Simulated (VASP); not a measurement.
# ZnAu under strain, part 4 of 4

Aim: follow the pressure of ZnAu through compression, expansion and shear. All runs use PBEsol. Left out of this account: 1 further run (fields: a reference on another mesh). The start is a cell from a database of measured crystal structures.

VASP 6.6.1; PBEsol; plane waves and PAW (Zn, Au).

Still holding for the runs below: This run has no spin polarisation. Its electron count is odd, so without a moment it is a metal by construction. Spin-orbit coupling is off here; with elements this heavy it splits and shifts levels by tenths of an eV or more.

So far, pressure (GPa): step 2 (bands, cell as listed) -2.54; step 4 (cell volume +8.0 %) -10.6; step 5 (bands, sheared, principal strains -2.4, +0.3, +2.1 %) -2.45; step 6 (cell volume -4.0 %) 3.42; step 7 (cell volume -8.0 %) 11.2.

## Step 8: Bands, atoms displaced by up to 0.13 Å

The atoms are moved off their sites at random, as a crude picture of disorder.

INCAR

```
SYSTEM = ZnAu
PREC = Accurate
ENCUT = 400
EDIFF = 1E-06
NELM = 100
ISMEAR = -1
SIGMA = 0.05
LREAL = .FALSE.
ALGO = Normal
GGA = PS
NBANDS = 23
LASPH = .TRUE.
LORBIT = 11
LWAVE = .FALSE.
LCHARG = .FALSE.
KPAR = 2
```

POSCAR

```
ZnAu
1.0
    3.1470000000      0.0000000000      0.0000000000
    0.0000000000      3.1470000000      0.0000000000
    0.0000000000      0.0000000000      3.1470000000
Zn Au
1 1
Direct
    0.4824310000      0.4866860000      0.5073820000
    0.0114760000     -0.0153100000     -0.0371480000
```

KPOINTS

```
Automatic mesh
0
Gamma
12 12 12
0 0 0
```

KPOINTS_OPT

```
Line mode
16
Line-mode
Reciprocal
  0.00000000   0.00000000   0.00000000 GAMMA
  0.00000000   0.50000000   0.00000000 X

  0.00000000   0.50000000   0.00000000 X
  0.50000000   0.50000000   0.00000000 M

  0.50000000   0.50000000   0.00000000 M
  0.00000000   0.00000000   0.00000000 GAMMA

  0.00000000   0.00000000   0.00000000 GAMMA
  0.50000000   0.50000000   0.50000000 R

  0.50000000   0.50000000   0.50000000 R
  0.00000000   0.50000000   0.00000000 X

  0.50000000   0.50000000   0.00000000 M
  0.50000000   0.50000000   0.50000000 R
```

Potentials, in the order of the species: Zn and Au (PBE family, release 64).

The run is started by

```sh
$ mpirun -np 2 vasp_std
```

Output:

```text
[... set-up lines as in an earlier step ...]
 entering main loop
       N       E                     dE             d eps       ncg     rms          rms(c)
DAV:   1     0.118334906229E+03    0.11833E+03   -0.90911E+03 42917   0.108E+03
DAV:   2    -0.540553707557E+00   -0.11888E+03   -0.11135E+03 42350   0.248E+02
DAV:   3    -0.642267922993E+01   -0.58821E+01   -0.58469E+01 47873   0.560E+01
DAV:   4    -0.647267914813E+01   -0.50000E-01   -0.49992E-01 45927   0.491E+00
DAV:   5    -0.647321715212E+01   -0.53800E-03   -0.53800E-03 48545   0.515E-01    0.890E+00
DAV:   6    -0.594317793209E+01    0.53004E+00   -0.11362E+00 47712   0.111E+01    0.545E+00
DAV:   7    -0.591289950059E+01    0.30278E-01   -0.30939E-02 56220   0.279E+00    0.290E+00
DAV:   8    -0.590286422769E+01    0.10035E-01   -0.82612E-03 47290   0.748E-01    0.142E-01
DAV:   9    -0.590284521419E+01    0.19014E-04   -0.30506E-04 53268   0.266E-01    0.621E-02
DAV:  10    -0.590284657043E+01   -0.13562E-05   -0.46819E-05 47348   0.516E-02    0.197E-02
DAV:  11    -0.590284746264E+01   -0.89221E-06   -0.23336E-06 46991   0.135E-02
   1 F= -.59028475E+01 E0= -.59010962E+01  d E =-.350253E-02
 Start KPOINTS_OPT (optional k-point list driver)
k-point batch [1-96\96]
       N       E                     dE             ncg
DAV:   1     0.363336415924E+05   -0.45552E+05     4696
DAV:   2     0.250504363501E+05   -0.11283E+05     4626
DAV:   3     0.244854043366E+05   -0.56503E+03     5410
DAV:   4     0.244800044573E+05   -0.53999E+01     5193
DAV:   5     0.244799356632E+05   -0.68794E-01     5326
DAV:   6     0.244799342579E+05   -0.14053E-02     5242
DAV:   7     0.244799342253E+05   -0.32538E-04     5329
DAV:   8     0.244799342246E+05   -0.71280E-06     3720
```

The job ended after 64 s (2 MPI ranks of Intel Xeon Platinum 8488C (Sapphire Rapids), shared host; peak memory 1.3 GiB).

Parts of OUTCAR (step 8):

```text
   NELECT =      23.0000    total number of electrons

 E-fermi :   6.9577

 k-point     1 :       0.0000    0.0000    0.0000
  band No.  band energies     occupation
    ...
      7       1.4532      2.00000
      8       1.4979      2.00000
      9       3.1562      2.00000
     10       3.1566      2.00000
     11       3.1812      2.00000
     12      11.8759      0.00000
     13      11.9179      0.00000
     14      11.9815      0.00000
     15      15.6744      0.00000
     16      18.9364      0.00000
    ...

  Total       -0.2116964     -0.1363214     -0.3046285     -0.0122035      0.0174283     -0.2447000
  in kB      -10.8826279     -7.0078431    -15.6599711     -0.6273436      0.8959317    -12.5792395
  external PRESSURE =     -11.1834807 kB  Pullay stress =       0.0000000 kB

 POSITION                                       TOTAL-FORCE (eV/Angst)
 -----------------------------------------------------------------------------------
      1.51821      1.53160      1.59673         0.349107     -0.025264     -0.501521
      0.03611      3.09882      3.03010        -0.349107      0.025264      0.501521
 -----------------------------------------------------------------------------------
    total drift:                               -0.000089     -0.000098     -0.000145

  FREE ENERGIE OF THE ION-ELECTRON SYSTEM (eV)
  ---------------------------------------------------
  free  energy   TOTEN  =        -5.9028474626 eV

  energy  without entropy=       -5.8993449318  energy(sigma->0) =       -5.90109620

[... 5 parts as in an earlier step ...]

[... 12 further parts left out ...]
```

Numbers from this step:

```
irreducible k-points    : 868
symmetry operations     : 1
free energy (TOTEN)     : -5.903 eV
energy at zero smearing : -5.901 eV
Fermi energy            : 6.958 eV
pressure                : -1.118 GPa
```

Electronic bands along the path, in eV, zero at the Fermi level; # counts the bands kept:

| point | #8 | #9 | #10 | #11 | #12 | #13 | #14 | #15 |
| --- | --- | --- | --- | --- | --- | --- | --- | --- |
| Γ | -5.46 | -3.80 | -3.80 | -3.78 | 4.92 | 4.96 | 5.02 | 8.72 |
| 0.47 of the way | -5.26 | -4.35 | -4.33 | -3.85 | 0.78 | 6.61 | 6.65 | 10.12 |
| X | -5.58 | -4.92 | -4.88 | -3.91 | -2.44 | 9.87 | 10.52 | 10.86 |
| 0.47 of the way | -5.24 | -4.55 | -4.02 | -3.55 | -2.34 | 5.49 | 5.68 | 10.38 |
| M | -4.17 | -4.16 | -3.21 | -2.06 | -2.04 | 0.77 | 2.45 | 10.45 |
| 0.47 of the way | -4.94 | -4.86 | -4.44 | -4.01 | 1.29 | 2.05 | 8.60 | 9.09 |
| Γ | -5.46 | -3.80 | -3.80 | -3.78 | 4.92 | 4.96 | 5.02 | 8.72 |
| 0.47 of the way | -5.12 | -4.56 | -4.53 | -4.36 | 2.74 | 3.42 | 3.47 | 10.42 |
| R | -6.48 | -3.16 | -3.15 | 1.35 | 3.47 | 3.50 | 3.53 | 3.68 |
| 0.53 of the way | -5.45 | -4.81 | -4.07 | -1.90 | -1.86 | 5.12 | 6.00 | 7.01 |
| X | -5.58 | -4.92 | -4.88 | -3.91 | -2.44 | 9.87 | 10.52 | 10.86 |
| jump to M | -4.17 | -4.16 | -3.21 | -2.06 | -2.04 | 0.77 | 2.45 | 10.45 |
| 0.53 of the way | -5.74 | -4.20 | -3.18 | 0.66 | 0.67 | 1.23 | 1.96 | 7.26 |
| R | -6.48 | -3.16 | -3.15 | 1.35 | 3.47 | 3.50 | 3.53 | 3.68 |

Of the projections kept (Zn, Au), the largest for each band there; the rest of the weight can lie on other orbitals:

| point | #8 | #9 | #10 | #11 | #12 | #13 | #14 | #15 |
| --- | --- | --- | --- | --- | --- | --- | --- | --- |
| Γ | Au 0.74 | Au 0.94 | Au 0.94 | Au 0.92 | Zn 0.58 | Zn 0.58 | Zn 0.58 | Zn 0.54 |
| X | Zn 0.74 | Au 0.95 | Au 0.91 | Au 0.99 | Au 0.96 | Zn 0.90 | Zn 0.68 | Au 0.66 |
| M | Au 0.84 | Au 0.84 | Au 1.00 | Au 0.51 | Au 0.52 | Au 0.86 | Zn 0.54 | Zn 0.99 |
| Γ | Au 0.74 | Au 0.94 | Au 0.94 | Au 0.92 | Zn 0.58 | Zn 0.58 | Zn 0.58 | Zn 0.54 |
| R | Au 0.90 | Au 1.00 | Au 1.00 | Zn 1.00 | Au 0.88 | Au 0.71 | Au 0.85 | Au 0.72 |
| X | Zn 0.74 | Au 0.95 | Au 0.91 | Au 0.99 | Au 0.96 | Zn 0.90 | Zn 0.68 | Au 0.66 |

Force by atom:

| atom | x (eV/Å) | y (eV/Å) | z (eV/Å) | size |
| --- | --- | --- | --- | --- |
| Zn1 | 0.349 | -0.025 | -0.502 | 0.612 |
| Au2 | -0.349 | 0.025 | 0.502 | 0.612 |

 The pressure is -1.12 GPa, and the symmetry operations fall from 48 to 1.

## Step 9: The runs together

```
                                         cell      mesh  pressure (GPa)  gap (eV)
                               cell as listed  12×12×12           -2.54      none
                            volume times 1.04  12×12×12           -7.10      none
                            volume times 1.08  12×12×12          -10.57      none
sheared, principal strains -2.4, +0.3, +2.1 %  12×12×12           -2.45      none
                            volume times 0.96  12×12×12            3.42      none
                            volume times 0.92  12×12×12           11.17      none
              atoms displaced by up to 0.13 Å  12×12×12           -1.12      none
```

## Step 10: What came out

* pressure, cell as listed: -2.54 GPa
* pressure, volume times 1.04: -7.10 GPa
* pressure, volume times 1.08: -10.6 GPa
* pressure, sheared, principal strains -2.4, +0.3, +2.1 %: -2.45 GPa
* pressure, volume times 0.96: 3.42 GPa
* pressure, volume times 0.92: 11.2 GPa
* pressure, atoms displaced by up to 0.13 Å: -1.12 GPa
* bulk modulus at the listed volume, shape and positions held: 133 GPa

What this shows: The slope of pressure against ln V at the listed volume gives a bulk modulus of 133 GPa at fixed shape and positions. Spin-orbit coupling is left out, and with elements this heavy it would split and shift bands near the Fermi level. With an odd electron count and no spin the cell is a metal by construction.

[Lines on the potential files, build, host, timing and source positions are cut from VASP's logs without a mark.]

[Logs are printed without paths, hosts, clocks, repeated set-up lines and the standing remarks that a program may print on its own settings, such as how far it seeks lower states.]

[Hosts, paths, dates, database ids (printed as entryN), source tags and the programs' standing remarks are cut or masked in the printed files.]

[A measured line is paired with the nearest computed mode of its activity, which favours agreement.]
